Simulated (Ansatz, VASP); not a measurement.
# HfC: VASP beside Ansatz

One calculation is typed for both programs; each brings its own data sets. How far apart do they land? The cell is taken from a series of runs on this material, whose earlier steps may have relaxed, scaled, displaced or heated it; both programs get it as it stands.

Calculated with Ansatz 0.2.0; plane waves, with VASP 6.6.1 beside it; PBEsol.

**1. Starting point**

The structure is cubic, space group Fm-3m (No. 225). The conventional cell has a = 4.448 Å, b = 4.448 Å, c = 4.448 Å, α = 90.00°, β = 90.00°, γ = 90.00°. Nearest to C lie 6 Hf at 2.22 Å. Nearest to Hf lie 6 C at 2.22 Å. Farther neighbours are not listed.

As a file:

```
C Hf
1.0
     0.00000    2.22408    2.22408
     2.22408    0.00000    2.22408
     2.22408    2.22408    0.00000
C Hf
1 1
Direct
  0.00000 0.00000 0.00000
  0.50000 0.50000 0.50000
```

**2. VASP: zone-centre phonons, PBEsol, pair 1**

Second derivatives magnify differences that forces hide, and they need a tight electronic threshold.

Lines of VASP's logs that name or quote its potential files are left out, and so is its time.

INCAR

```
SYSTEM = HfC
PREC = Accurate
ENCUT = 600
EDIFF = 1E-08
NELM = 120
ISMEAR = 1
SIGMA = 0.2
LREAL = .FALSE.
ALGO = Normal
GGA = PS
NBANDS = 13
LASPH = .TRUE.
LORBIT = 11
LWAVE = .FALSE.
LCHARG = .FALSE.
ISIF = 2
IBRION = 8
GGA_COMPAT = .FALSE.
KPAR = 2
```

POSCAR

```
HfC
1.0
    0.0000000000      2.2240821049      2.2240821049
    2.2240821049      0.0000000000      2.2240821049
    2.2240821049      2.2240821049      0.0000000000
C Hf
1 1
Direct
    0.0000000000      0.0000000000      0.0000000000
    0.5000000000      0.5000000000      0.5000000000
```

KPOINTS

```
Automatic mesh
0
Gamma
16 16 16
0 0 0
```

The projector-augmented-wave data sets are C and Hf_pv (PBE family, release 64).

Command:

```sh
> mpirun -np 2 vasp_std
```

Numbers of over 12 decimals in the logs are rounded to 6 here.

What it wrote:

```text
[banner, memory and clock lines left out]
running    2 mpi-ranks, on    1 nodes
 distrk:  each k-point on    1 cores,    2 groups
 distr:  one band on    1 cores,    1 groups

 POSCAR found type information on POSCAR C Hf
 POSCAR found :  2 types and       2 ions
|                                                                             |
|               ----> ADVICE to this user running VASP <----                  |
|                                                                             |
|     You enforced a specific xc type in the INCAR file but a different       |
|     [... a line on the potential file left out ...]
|     I HOPE YOU KNOW WHAT YOU ARE DOING!                                     |
|                                                                             |

 LDA part: xc-table for (Slater+PW92), standard interpolation
 POSCAR, INCAR and KPOINTS ok, starting setup
 FFT: planning ... GRIDC
 FFT: planning ... GRID_SOFT
 FFT: planning ... GRID
 WAVECAR not read
 entering main loop
       N       E                     dE             d eps       ncg     rms          rms(c)
DAV:   1     0.256780757924E+02    0.25678E+02   -0.87084E+03  3786   0.121E+03
DAV:   2    -0.231597367902E+02   -0.48838E+02   -0.45902E+02  4731   0.228E+02
DAV:   3    -0.247586739867E+02   -0.15989E+01   -0.15900E+01  4731   0.294E+01
DAV:   4    -0.247657616073E+02   -0.70876E-02   -0.70853E-02  4211   0.233E+00
DAV:   5    -0.247658030235E+02   -0.41416E-04   -0.41415E-04  4784   0.161E-01    0.735E+01
DAV:   6    -0.220105062237E+02    0.27553E+01   -0.11136E+01  4285   0.186E+01    0.504E+01
DAV:   7    -0.219805545382E+02    0.29952E-01   -0.42045E-01  4480   0.494E+00    0.232E+01
DAV:   8    -0.219726971534E+02    0.78574E-02   -0.21118E-02  4580   0.122E+00    0.316E+00
DAV:   9    -0.219708632984E+02    0.18339E-02   -0.10077E-02  4515   0.541E-01    0.154E+00
DAV:  10    -0.219705858403E+02    0.27746E-03   -0.99696E-04  4443   0.241E-01    0.753E-02
DAV:  11    -0.219705852054E+02    0.63494E-06   -0.44828E-05  4520   0.641E-02    0.141E-02
DAV:  12    -0.219705846766E+02    0.52882E-06   -0.14212E-06  4695   0.105E-02    0.283E-03
DAV:  13    -0.219705845771E+02    0.99452E-07   -0.98942E-08  4646   0.252E-03    0.717E-04
DAV:  14    -0.219705845716E+02    0.55393E-08   -0.42369E-09  2580   0.523E-04
   1 F= -.21970585E+02 E0= -.21970415E+02  d E =-.509298E-03
 Linear response reoptimize wavefunctions to high precision
DAV:   1    -0.219705845806E+02   -0.90740E-08   -0.17776E-09  3494   0.378E-04
DAV:   2    -0.219705845806E+02    0.59117E-11   -0.16435E-10  2220   0.117E-04
 Linear response DOF=           2
 Linear response progress:
  Degree of freedom:   1/  2
       N       E                     dE             d eps       ncg     rms          rms(c)
RMM:   1    -0.126197802807E+00   -0.12620E+00    0.18229E-02 19919   0.199E+00
RMM:   2    -0.120823336002E+00    0.53745E-02   -0.36404E-03 14545   0.372E-01    0.515E-01
RMM:   3    -0.121167522844E+00   -0.34419E-03   -0.74640E-04 13159   0.160E-01    0.271E-01
RMM:   4    -0.122214896915E+00   -0.10474E-02   -0.45920E-04 13425   0.123E-01    0.438E-02
RMM:   5    -0.122219672265E+00   -0.47754E-05   -0.11698E-05 15098   0.253E-02    0.126E-02
RMM:   6    -0.122219574606E+00    0.97659E-07   -0.33587E-07 15933   0.401E-03    0.431E-03
RMM:   7    -0.122208005731E+00    0.11569E-04   -0.96842E-08 15325   0.221E-03    0.254E-03
RMM:   8    -0.122210356357E+00   -0.23506E-05   -0.89793E-09 16504   0.571E-04    0.312E-04
RMM:   9    -0.122210152919E+00    0.20344E-06   -0.15879E-09 16519   0.102E-04    0.136E-04
RMM:  10    -0.122210152253E+00    0.66603E-09   -0.35008E-09 17415   0.265E-05    0.340E-05
 first order change of Fermi-energy   0.47967E-03
 force on displaced ion       1 direction 1 : -12.623   0.000   0.000
 Linear response progress:
  Degree of freedom:   2/  2
       N       E                     dE             d eps       ncg     rms          rms(c)
RMM:   1    -0.212304863196E+00   -0.21230E+00    0.38752E+00 10244   0.119E+01
RMM:   2    -0.206023566897E+00    0.62813E-02   -0.30004E-02 14057   0.125E+00    0.577E-01
RMM:   3    -0.205302981609E+00    0.72059E-03   -0.85919E-04 17136   0.148E-01    0.260E-01
RMM:   4    -0.204771932188E+00    0.53105E-03   -0.78787E-05 18432   0.555E-02    0.141E-01
RMM:   5    -0.204375587481E+00    0.39634E-03   -0.25888E-05 18776   0.367E-02    0.140E-02
RMM:   6    -0.204375402744E+00    0.18474E-06   -0.40621E-06 18617   0.103E-02    0.757E-03
RMM:   7    -0.204380305767E+00   -0.49030E-05   -0.34022E-06 20051   0.218E-03    0.680E-03
RMM:   8    -0.204380372322E+00   -0.66556E-07   -0.52732E-06 20028   0.549E-04    0.266E-03
RMM:   9    -0.204381183242E+00   -0.81092E-06   -0.38640E-06 20469   0.279E-04    0.118E-04
RMM:  10    -0.204381451976E+00   -0.26873E-06   -0.21679E-06 19959   0.907E-05    0.161E-05
RMM:  11    -0.204381510920E+00   -0.58944E-07   -0.97042E-07 21583   0.358E-05    0.196E-05
RMM:  12    -0.204381533277E+00   -0.22357E-07   -0.50855E-07 19991   0.197E-05    0.178E-05
RMM:  13    -0.204381538442E+00   -0.51658E-08   -0.23930E-07 17535   0.128E-05    0.126E-05
RMM:  14    -0.204381539658E+00   -0.12155E-08   -0.12952E-07 13471   0.996E-06    0.984E-06
RMM:  15    -0.204381541736E+00   -0.20778E-08   -0.72562E-08 12472   0.884E-06    0.212E-06
 first order change of Fermi-energy   0.39814E-04
 force on displaced ion       2 direction 1 : -12.621   0.000   0.000
 Linear response finished
```

From OUTCAR (step 2):

```text
ion  position               nearest neighbor table
   1  0.000  0.000  0.000-   2 2.22   2 2.22   2 2.22   2 2.22   2 2.22   2 2.22
   2  0.500  0.500  0.500-   1 2.22   1 2.22   1 2.22   1 2.22   1 2.22   1 2.22

  LATTYP: Found a face centered cubic cell.
 ALAT       =     4.4481642098

 Subroutine GETGRP returns: Found 48 space group operations
 (whereof 48 operations were pure point group operations)

The static configuration has the point symmetry O_h .

 Found    145 irreducible k-points:

   k-points           NKPTS =    145   k-points in BZ     NKDIM =    145   number of bands    NBANDS=     13

   dimension x,y,z NGX =    28 NGY =   28 NGZ =   28
   dimension x,y,z NGXF=    56 NGYF=   56 NGZF=   56

   ENCUT  =  600.0 eV  44.10 Ry    6.64 a.u.   6.28  6.28  6.28*2*pi/ulx,y,z

   NELECT =      14.0000    total number of electrons

 k-points in reciprocal lattice and weights: Automatic mesh
   0.00000000  0.00000000  0.00000000       0.000
   0.06250000  0.00000000  0.00000000       0.002
   0.12500000  0.00000000  0.00000000       0.002
   0.18750000  0.00000000  0.00000000       0.002
   0.25000000  0.00000000  0.00000000       0.002
   0.31250000  0.00000000  0.00000000       0.002
   0.37500000  0.00000000  0.00000000       0.002
   0.43750000  0.00000000  0.00000000       0.002
   0.50000000  0.00000000  0.00000000       0.001
[...]
-0.31250000  0.50000000  0.18750000       0.003
  -0.25000000  0.50000000  0.25000000       0.001

 average (electrostatic) potential at core
       1 -46.7171       2 -33.4664

  Total        4.4606614      4.4606614      4.4606614     -0.0000000      0.0000000      0.0000000
  in kB      324.8085117    324.8085117    324.8085117     -0.0000000      0.0000000      0.0000000
  external PRESSURE =     324.8085117 kB  Pullay stress =       0.0000000 kB

  energy-cutoff  :      600.00
  volume of cell :       22.00
      direct lattice vectors                 reciprocal lattice vectors
     0.000000000  2.224082105  2.224082105    -0.224811844  0.224811844  0.224811844
     2.224082105  0.000000000  2.224082105     0.224811844 -0.224811844  0.224811844
     2.224082105  2.224082105  0.000000000     0.224811844  0.224811844 -0.224811844

 POSITION                                       TOTAL-FORCE (eV/Angst)
 -----------------------------------------------------------------------------------
      0.00000      0.00000      0.00000         0.000000     -0.000000     -0.000000
      2.22408      2.22408      2.22408        -0.000000      0.000000      0.000000
 -----------------------------------------------------------------------------------
    total drift:                                0.000000      0.000000      0.000000

 Eigenvectors and eigenvalues of the dynamical matrix
 ----------------------------------------------------

   1 f  =   16.556921 THz   104.030205 2PiTHz  552.279451 cm-1    68.473894 meV
             X         Y         Z           dx          dy          dz
      0.000000  0.000000  0.000000     0.000000   -0.967966    0.000000
      2.224082  2.224082  2.224082     0.000000    0.251080    0.000000

   2 f  =   16.556921 THz   104.030205 2PiTHz  552.279451 cm-1    68.473894 meV
             X         Y         Z           dx          dy          dz
      0.000000  0.000000  0.000000     0.000000   -0.000000   -0.967966
      2.224082  2.224082  2.224082     0.000000   -0.000000    0.251080

   3 f  =   16.556921 THz   104.030205 2PiTHz  552.279451 cm-1    68.473894 meV
             X         Y         Z           dx          dy          dz
      0.000000  0.000000  0.000000     0.967966    0.000000    0.000000
      2.224082  2.224082  2.224082    -0.251080    0.000000    0.000000

   4 f/i=    0.000288 THz     0.001806 2PiTHz    0.009590 cm-1     0.001189 meV
             X         Y         Z           dx          dy          dz
      0.000000  0.000000  0.000000     0.044555   -0.242485   -0.047508
      2.224082  2.224082  2.224082     0.171767   -0.934832   -0.183152

   5 f/i=    0.000288 THz     0.001806 2PiTHz    0.009590 cm-1     0.001189 meV
             X         Y         Z           dx          dy          dz
      0.000000  0.000000  0.000000     0.247068    0.042999    0.012240
      2.224082  2.224082  2.224082     0.952498    0.165769    0.047187

   6 f/i=    0.000288 THz     0.001806 2PiTHz    0.009590 cm-1     0.001189 meV
             X         Y         Z           dx          dy          dz
      0.000000  0.000000  0.000000     0.003685    0.048920   -0.246240
      2.224082  2.224082  2.224082     0.014206    0.188599   -0.949309

 ELASTIC MODULI CONTR FROM IONIC RELAXATION (kBar)
 Direction    XX          YY          ZZ          XY          YZ          ZX
 --------------------------------------------------------------------------------
 XX           0.0000      0.0000      0.0000      0.0000      0.0000      0.0000
 YY           0.0000      0.0000      0.0000      0.0000      0.0000      0.0000
 ZZ           0.0000      0.0000      0.0000      0.0000      0.0000      0.0000
 XY           0.0000      0.0000      0.0000      0.0000      0.0000      0.0000
 YZ           0.0000      0.0000      0.0000      0.0000      0.0000      0.0000
 ZX           0.0000      0.0000      0.0000      0.0000      0.0000      0.0000
 --------------------------------------------------------------------------------
```

**3. Ansatz: zone-centre phonons, PBEsol, pair 1**

Ansatz runs on its PAW soft_1 files.

The same cell, functional, mesh and smearing now go to Ansatz, which takes its cutoff from its data sets.

input.yaml

```yaml
crystal:
  lattice:
    - [0.0, 2.2240821049, 2.2240821049]
    - [2.2240821049, 0.0, 2.2240821049]
    - [2.2240821049, 2.2240821049, 0.0]
  atoms:
    - { symbol: C, position: [0.0, 0.0, 0.0] }
    - { symbol: Hf, position: [0.5, 0.5, 0.5] }
kpoints:
  mp_grid: { grid: [16, 16, 16] }
hamiltonian:
  xc: pbesol
  pseudopotentials: { kind: paw, azcp: { folder: soft_1 }, xc_functional: pbe }
scf:
  occupations: { method: methfessel_paxton, width: 0.2 }
output:
  eigenvalues: true
phonons:
  method: dfpt
```

Command:

```sh
> ansatz run input.yaml --threads 4 --pin off --max-ram 10240MiB --backend cpu --events-out ev --progress --plain --runs-dir out
```

What it wrote:

```text
Engine: ansatz 0.2.0, x86_64-unknown-linux-gnu
Pseudopotentials: kind: paw
Pseudopotential: C, paw, valence charge 4, recommended cutoff 420 eV (normal), soft_1/C.paw.azcp
Pseudopotential: Hf, paw, valence charge 26, recommended cutoff 420 eV (normal), soft_1/Hf.paw.azcp
Functional definition: PBEsol
  exchange = pbesol_x
  correlation = pbesol_c
Crystal: 2 atoms, lattice volume = 22.003 Å³
Basis set: ecut = 420 eV, 411 PW (Γ), exchange–correlation on 48×48×48 points (8 copies of the dense FFT grid, shifted against one another)
Bands: 19, of which v1, the nominal top of the filled ones, is band 15 counted from 1 (14 counted from 0)
Symmetry: 48 space group operations
k-points: 349 of 4096 (irreducible under 8 space group operations, time reversal used)
Non-local potential: C, projectors of the file, l = 0: 2, l = 1: 2, l = 2: 1
Non-local potential: Hf, projectors of the file, l = 0: 3, l = 1: 2, l = 2: 2, l = 3: 3
PAW form: soft (Blöchl's): semilocal exchange-correlation on the pseudo side does not see the compensation charge
PAW frozen core: C, regenerated for the run's functional, and the local potential with it (the file was generated under x = pbe(κ = 0.804, μ = 0.219515), c = pbe(β = 0.066725))
PAW frozen core: Hf, regenerated for the run's functional, and the local potential with it (the file was generated under x = pbe(κ = 0.804, μ = 0.219515), c = pbe(β = 0.066725))
PAW one-centre angular grid: C, 110 points (default); XC on 64 Gauss nodes
PAW one-centre angular grid: Hf, 590 points (default); XC on 64 Gauss nodes
Initial density: superposition of atomic densities (chi_scale 0.1, normalization cell, long waves kept (reshape's long-wave potential 0.00 eV rms))
Initial wavefunctions: pseudopotential atomic-orbital guess
Functional: x = pbesol(κ = 0.804, μ = 0.123457), c = pbesol(β = 0.046)
SCF iter   1: F=—  HF=-15847.898448 eV  |F-HF|=—  |Δ(HF+E_count)|=         —  Δρ=9.72e-2  dr2=2.63e0  ethr=3.10e-3  ⟨swp⟩=4.8  Hψ=29310  notcnv=0
preconditioner: auto → Kerker (q_TF=auto, 2.873 Å⁻¹)  [metal: Δε(μ)=0.042 eV  Ē_g=17.906 eV  σ=0.200 eV  W_gap=0.17  n_scr=14 (ndim 8)  ℏωp=41.9 eV  f_vac=0.000  D(μ)=0.23/eV (n_scr^D=0)]
SCF iter   2: F=—  HF=-15847.329946 eV  |F-HF|=—  |Δ(HF+E_count)|=   5.69e-1  S|Δr|=    0.00e0  Δρ=3.67e-2  dr2=3.00e-1  ethr=3.10e-3  ⟨swp⟩=2.4  Hψ=12857  notcnv=0
SCF iter   3: F=—  HF=-15847.264046 eV  |F-HF|=—  |Δ(HF+E_count)|=   6.59e-2  S|Δr|=    0.00e0  Δρ=1.40e-2  dr2=2.47e-2  ethr=1.00e-3  ⟨swp⟩=2.0  Hψ=13018  notcnv=0
SCF iter   4: F=—  HF=-15847.257000 eV  |F-HF|=—  |Δ(HF+E_count)|=   7.05e-3  S|Δr|=    0.00e0  Δρ=8.59e-3  dr2=7.24e-3  ethr=8.25e-5  ⟨swp⟩=2.0  Hψ=11766  notcnv=0
SCF iter   5: F=—  HF=-15847.257485 eV  |F-HF|=—  |Δ(HF+E_count)|=   4.85e-4  S|Δr|=    0.00e0  Δρ=1.38e-3  dr2=2.42e-4  ethr=2.41e-5  ⟨swp⟩=2.1  Hψ=11216  notcnv=0
SCF iter   6: F=—  HF=-15847.257385 eV  |F-HF|=—  |Δ(HF+E_count)|=   9.97e-5  S|Δr|=    0.00e0  Δρ=2.72e-4  dr2=1.61e-5  ethr=8.08e-7  ⟨swp⟩=2.2  Hψ=11142  notcnv=0
SCF iter   7: F=—  HF=-15847.257386 eV  |F-HF|=—  |Δ(HF+E_count)|=   1.11e-6  S|Δr|=    0.00e0  Δρ=8.42e-5  dr2=1.25e-6  ethr=5.38e-8  ⟨swp⟩=2.1  Hψ=11913  notcnv=0
SCF iter   8: F=—  HF=-15847.257386 eV  |F-HF|=—  |Δ(HF+E_count)|=   6.69e-7  S|Δr|=    0.00e0  Δρ=1.51e-5  dr2=3.31e-8  ethr=4.17e-9  ⟨swp⟩=3.0  Hψ=11915  notcnv=0
SCF iter   9: F=—  HF=-15847.257386 eV  |F-HF|=—  |Δ(HF+E_count)|=  4.37e-11  S|Δr|=    0.00e0  Δρ=2.49e-6  dr2=1.03e-9  ethr=1.10e-10  ⟨swp⟩=1.4  Hψ=7714  notcnv=0
SCF iter  10: F=—  HF=-15847.257386 eV  |F-HF|=—  |Δ(HF+E_count)|=  2.55e-11  S|Δr|=    0.00e0  Δρ=2.86e-7  dr2=2.26e-11  ethr=3.43e-12  ⟨swp⟩=2.6  Hψ=11681  notcnv=0
SCF iter  11: F=-15847.257386 eV  HF=-15847.257386 eV  |F-HF|=1.82e-12  |Δ(HF+E_count)|=  7.28e-12  S|Δr|=    0.00e0  Δρ=5.29e-8  dr2=5.31e-13  ethr=1.00e-12  ⟨swp⟩=6.4  Hψ=34293  notcnv=0
SCF 1 converged in 11 iterations: F = -15847.257386 eV  dr2 = 5.31e-13
  greatest PAW one-centre occupation: 0.998 electrons in one spin orbital (limit 2), on the Hf atom at site 1 (counted from 0), in its partial waves of l = 0
DFPT response loops at Γ: preconditioner auto → Kerker (q_TF=auto, 2.873 Å⁻¹) (partly filled bands, converged f_vac=0.000); β = 1.00, the filter's whole step (`scf.mixing.beta` (0.50) is not read by the response loops under this deck's `scf.mixing.preconditioner`; to damp them name `kerker` or `kerker_dos`, under which they read `scf.mixing.beta`, and type it under 1.00, their step now; both keys bind the ground state too); Broyden in place of MSR1
SCF converged after 11 iterations
Stability not checked: this state was not tested for a lower state beside it, because cold or Methfessel-Paxton smearing, or corrected tetrahedra, fill the levels in a way that the test cannot read (fill_not_monotonic; see scf.lower_state_search)
Free energy (F): -15847.257386 eV
Harris-Foulkes:  -15847.257386 eV  (|F-HF|=1.82e-12)
Internal energy: -15847.256925 eV  (E = F + TS)
E sigma→0 (E₀):  -15847.257270 eV
Entropy (-TS):   -0.000461 eV (-0.230 meV/atom)
Fermi energy:    21.298208 eV
--- Per-component energies (eV) ---
  E_band       = 156.364146
  E_kinetic    = 504.111257
  E_local      = -5857.814070  (includes V_loc(G=0)·N_el)
  E_nonlocal   = 92.318113
  E_hartree    = 2906.352379
  E_xc         = -315.462970
  E_vxc        = -317.943236  (∫ρ·V_xc dr)
  E_paw        = -7675.764425  (= ΣΔE_a)
  E_vpaw       = -77.012753  (= ΣTr[D̂ρ^β])
  E_aug_tail   = 0.000118  (compensation charges beyond the density's cutoff)
  E_ewald      = -5502.269483
  E_core_change = 1.272157  (= ΣΔE_core)
  E_smearing   = -0.000461  (= −TS)
  E_closure    = -0.000000  (closes the sum)
  Σ components = -15847.257386   (vs F -15847.257386, Δ=0.00e0)
--- Band table (eV; the first three rows and the last of 349) ---
  k-point 0: bands = [... 11 lower, 10.9064, 22.4689, 22.4689, 22.4689, 22.5863, 22.5863, 22.5863, 24.9941]
  k-point 1: bands = [... 11 lower, 10.9065, 21.5363, 21.8148, 21.8148, 22.8784, 22.8784, 23.2773, 25.5920]
  k-point 2: bands = [... 11 lower, 10.9069, 20.4014, 20.8838, 20.8838, 23.2591, 23.2591, 23.7869, 26.8407]
  k-point 348: bands = [... 11 lower, 11.5271, 17.9532, 18.4532, 18.4532, 25.3166, 25.3166, 29.0657, 29.5886]
--- Phonons (Γ-DFPT): 2 representative perturbations + reference, on 349 of 4096 k-points (Σ response iterations 7) ---
  k mesh reduced under 8 symmetry operations, with k and −k counted as one. Each operation leaves every solved perturbation unchanged. A smaller set is not used because it would not reduce the number of displacements times k-points to solve
  ASR residual: 2.484e-5 → 0.000e0 eV/Å²; symmetrization residual: 5.076e-7 eV/Å²
  ASR residual per site (eV/Å²): 2.48e-5 1.34e-5
  Γ frequencies (cm⁻¹): 0.00 0.00 0.00 553.95 553.95 553.95
  non-analytic LO–TO correction: not included (Born effective charges unavailable; polar crystals: no LO–TO splitting at Γ)
```

Reading the cycles: dr2 is the Hartree energy of the density residual (eV), the measure of convergence; HF is the Harris–Foulkes estimate of the energy, which meets the free energy F at convergence.

**4. Side by side**

Known differences besides the potentials themselves: the data sets hold 30 valence electrons in Ansatz (on its PAW soft_1 files) and 14 in VASP; the cutoff is 420 eV in Ansatz and 600 eV in VASP; Ansatz makes its cores anew for this functional, VASP keeps those of its PBE data sets. Total energies have different zeros and are not compared.

Compared:

```tsv
quantity	Ansatz	VASP	difference
optical mode 1 to 3 (cm⁻¹)	554.0	552.3	+0.30 %
```

Modes are paired by rising frequency, not by their patterns, so a pair may set unlike modes beside each other; they are those without the splitting of longitudinal modes.

(Part 1 of 2 ends here.)

[Lines on the potential files, build, host, timing and source positions are cut from VASP's logs without a mark.]

[Logs are printed without paths, hosts, clocks, repeated set-up lines and the standing remarks that a program may print on its own settings, such as how far it seeks lower states.]

[Hosts, paths, dates, database ids (printed as entryN), source tags and the programs' standing remarks are cut or masked in the printed files.]
